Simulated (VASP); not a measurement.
Output of a VASP run:

File OSZICAR:
```
...
DAV:  17    -0.226355640105E+02   -0.10480E-06   -0.30641E-08   840   0.168E-03    0.270E-04
DAV:  18    -0.226355640350E+02   -0.24496E-07   -0.10030E-08   800   0.140E-03
   1 F= -.23607998E+02 E0= -.23607719E+02  d E =-.236080E+02
       N       E                     dE             d eps       ncg     rms          rms(c)
DAV:   1    -0.226347900890E+02    0.77392E-03   -0.49397E+00  1688   0.139E+01    0.412E-01
DAV:   2    -0.226461721868E+02   -0.11382E-01   -0.12613E-01  2208   0.303E+00    0.147E-01
DAV:   3    -0.226461216163E+02    0.50570E-04   -0.14255E-03  1744   0.343E-01    0.986E-02
DAV:   4    -0.226460653983E+02    0.56218E-04   -0.20450E-04  2248   0.170E-01    0.305E-02
DAV:   5    -0.226460703155E+02   -0.49173E-05   -0.45164E-05  1872   0.571E-02    0.773E-03
DAV:   6    -0.226460720388E+02   -0.17233E-05   -0.33083E-06  1800   0.217E-02    0.238E-03
DAV:   7    -0.226460723480E+02   -0.30913E-06   -0.31773E-07  1424   0.512E-03    0.765E-04
DAV:   8    -0.226460724140E+02   -0.66021E-07   -0.58241E-08  1024   0.277E-03
   2 F= -.23619114E+02 E0= -.23618863E+02  d E =-.111158E-01
       N       E                     dE             d eps       ncg     rms          rms(c)
DAV:   1    -0.226460167115E+02    0.55636E-04   -0.28466E-02  1704   0.103E+00    0.315E-02
DAV:   2    -0.226460839896E+02   -0.67278E-04   -0.72820E-04  2192   0.229E-01    0.107E-02
DAV:   3    -0.226460823948E+02    0.15948E-05   -0.80767E-06  1744   0.312E-02    0.726E-03
DAV:   4    -0.226460815377E+02    0.85705E-06   -0.18228E-06  2104   0.212E-02    0.228E-03
DAV:   5    -0.226460816442E+02   -0.10645E-06   -0.42842E-07  1448   0.559E-03    0.580E-04
DAV:   6    -0.226460817356E+02   -0.91412E-07   -0.24899E-08   784   0.289E-03
   3 F= -.23619168E+02 E0= -.23618918E+02  d E =-.111699E-01
       N       E                     dE             d eps       ncg     rms          rms(c)
DAV:   1    -0.226495534904E+02   -0.34718E-02   -0.15375E-01  1568   0.332E+00    0.336E-01
DAV:   2    -0.226480259079E+02    0.15276E-02   -0.58269E-03  2048   0.119E+00    0.206E-01
DAV:   3    -0.226470253098E+02    0.10006E-02   -0.99628E-04  2128   0.575E-01    0.378E-02
DAV:   4    -0.226470273203E+02   -0.20105E-05   -0.29835E-04  1888   0.141E-01    0.146E-02
DAV:   5    -0.226470283531E+02   -0.10328E-05   -0.27352E-05  1824   0.466E-02    0.396E-03
DAV:   6    -0.226470275110E+02    0.84210E-06   -0.23729E-06  2016   0.181E-02    0.133E-03
DAV:   7    -0.226470274396E+02    0.71434E-07   -0.32300E-07  1448   0.607E-03
   4 F= -.23620138E+02 E0= -.23619886E+02  d E =-.969142E-03
       N       E                     dE             d eps       ncg     rms          rms(c)
DAV:   1    -0.226525570988E+02   -0.55296E-02   -0.31041E-01  1560   0.472E+00    0.478E-01
DAV:   2    -0.226494919282E+02    0.30652E-02   -0.11963E-02  2056   0.167E+00    0.293E-01
DAV:   3    -0.226474757007E+02    0.20162E-02   -0.20189E-03  2128   0.830E-01    0.548E-02
DAV:   4    -0.226474779715E+02   -0.22708E-05   -0.61313E-04  1896   0.206E-01    0.209E-02
DAV:   5    -0.226474797339E+02   -0.17624E-05   -0.56714E-05  1832   0.679E-02    0.571E-03
DAV:   6    -0.226474782031E+02    0.15309E-05   -0.46515E-06  2096   0.260E-02    0.187E-03
DAV:   7    -0.226474780983E+02    0.10478E-06   -0.69729E-07  1736   0.845E-03    0.113E-03
DAV:   8    -0.226474781329E+02   -0.34623E-07   -0.69689E-08   848   0.260E-03
   5 F= -.23620623E+02 E0= -.23620367E+02  d E =-.145434E-02
```

**OUTCAR**
```
------------------------ aborting loop because EDIFF is reached ----------------------------------------
 Edisp (eV)   -0.97314
  FORCE on cell =-STRESS in cart. coord.  units (eV):
  Direction    XX          YY          ZZ          XY          YZ          ZX
  --------------------------------------------------------------------------------------
  Total       0.47221     0.47221     0.47109     0.00000    -0.00000     0.00000
  in kB      11.17573    11.17573    11.14920     0.00000    -0.00000     0.00000
  external pressure =       11.17 kB  Pullay stress =        0.00 kB
  volume of cell :       67.70
      direct lattice vectors                 reciprocal lattice vectors
     3.816288301  0.000000000  0.000000000     0.262034710  0.000000000  0.000000000
     0.000000000  3.816288301 -0.000000000     0.000000000  0.262034710 -0.000000000
     0.000000000  0.000000000  4.648234384     0.000000000  0.000000000  0.215135451
 POSITION                                       TOTAL-FORCE (eV/Angst)
 -----------------------------------------------------------------------------------
      1.90814      0.00000      3.48302         0.000000     -0.000000     -0.005326
      0.00000      1.90814      1.16521        -0.000000      0.000000      0.005326
      1.90814      1.90814     -0.00000         0.000000     -0.000000      0.000000
      0.00000      0.00000      0.00000         0.000000      0.000000      0.000000
 -----------------------------------------------------------------------------------
    total drift:                                0.000000      0.000000      0.000000
  FREE ENERGIE OF THE ION-ELECTRON SYSTEM (eV)
  ---------------------------------------------------
  free  energy   TOTEN  =       -23.6206227156 eV

  energy  without entropy=      -23.6201106759  energy(sigma->0) =      -23.62036670

 reached required accuracy - stopping structural energy minimisation
```
(Selected blocks of OUTCAR.)

File POSCAR:
```
SnO
1
    3.7995655666     0.0000000000     0.0000000000
    0.0000000000     3.7995655666     0.0000000000
    0.0000000000     0.0000000000     4.6892402545
Sn O
2 2
Direct
  0.5000000000   0.0000000000   0.7549254302
  0.0000000000   0.5000000000   0.2450745698
  0.5000000000   0.5000000000   0.0000000000
  0.0000000000   0.0000000000   0.0000000000
```

Question: Write an INCAR and KPOINTS that could have produced this output.

Answer: Several could match; the one computed here: the input of the run itself, PBE GGA with D3 dispersion (Becke-Johnson damping), plane waves, VASP's PBE PAW potentials (set 64).

File KPOINTS:
```
Automatic mesh
0
Gamma
6 6 5
0 0 0
```

INCAR:
```
SYSTEM = SnO
PREC = Accurate
ENCUT = 520
EDIFF = 1E-7
NELM = 100
ALGO = Normal
LREAL = .FALSE.
LASPH = .TRUE.
ISMEAR = 0
SIGMA = 0.05
GGA = PE
IVDW = 12
LMAXMIX = 4
LWAVE = .FALSE.
LCHARG = .FALSE.
ISIF = 4
IBRION = 2
NSW = 30
EDIFFG = -0.01
```

POTCAR, in this order: Sn_d O (PBE.64 set). Program: vasp_std.

The compound is SnO in the litharge structure. This cell is one point of a volume scan, at 0.97 of the reference volume. Symmetry was kept, so distortions that lower it aren't found.
